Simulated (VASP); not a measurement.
```xyz
5
Lattice="5.0011 0.0000 0.0000 0.0000 5.0011 0.0000 0.0000 0.0000 5.0011" Properties=species:S:1:pos:R:3 pbc="T T T"
Cs     0.0000     0.0000     0.0000
Pb     2.5006     2.5006     2.5006
Br     2.5006     0.0000     2.5006
Br     0.0000     2.5006     2.5006
Br     2.5006     2.5006     0.0000
```

Method: LDA (Ceperley-Alder, Perdew-Zunger), VASP's LDA PAW potentials (set 64) (plane waves; VASP). Settings: 500 eV cut-off, 6×6×6 Γ-centred mesh, first-order Methfessel-Paxton smearing of 0.10 eV, potentials Cs_sv Pb_d Br.

Energy and stress use the plane-wave basis of the starting cell.

Problem. The ions, cell shape and volume at an external pressure of 45.0 GPa are relaxed. Give the cell that the relaxation ends in.

Solution. 
```xyz
5
Lattice="4.8435 0.0000 0.0000 0.0000 4.8435 0.0000 0.0000 0.0000 4.8435" Properties=species:S:1:pos:R:3 pbc="T T T"
Cs     0.0000     0.0000     0.0000
Pb     2.4217     2.4217     2.4217
Br     2.4217     0.0000     2.4217
Br     0.0000     2.4217     2.4217
Br     2.4217     2.4217     0.0000
```
Space group Pm-3m (221), at a tolerance of 0.03 Å.

Problem. How do energy and volume change from the first to the last step?

Solution. The energy (σ→0) changes by +529.6 meV/atom and the volume by -9.2 %, in 5 ionic steps.

```csv
step,E(σ→0) (eV),max force (eV/Å),pressure (GPa),volume (Å³)
1,-13.6237,0.000,29.93,125.08
2,1.8083,0.000,122.72,87.14
3,-11.3571,0.000,42.85,115.02
4,-11.0655,0.000,44.49,113.95
5,-10.9756,0.000,45.02,113.63
```

The compound is CsPbBr3 in the cubic perovskite structure, the ideal cubic form; the compound distorts at low or room temperature. This run relaxes it under an external pressure of 45 GPa. Symmetry was kept, so distortions that lower it aren't found.
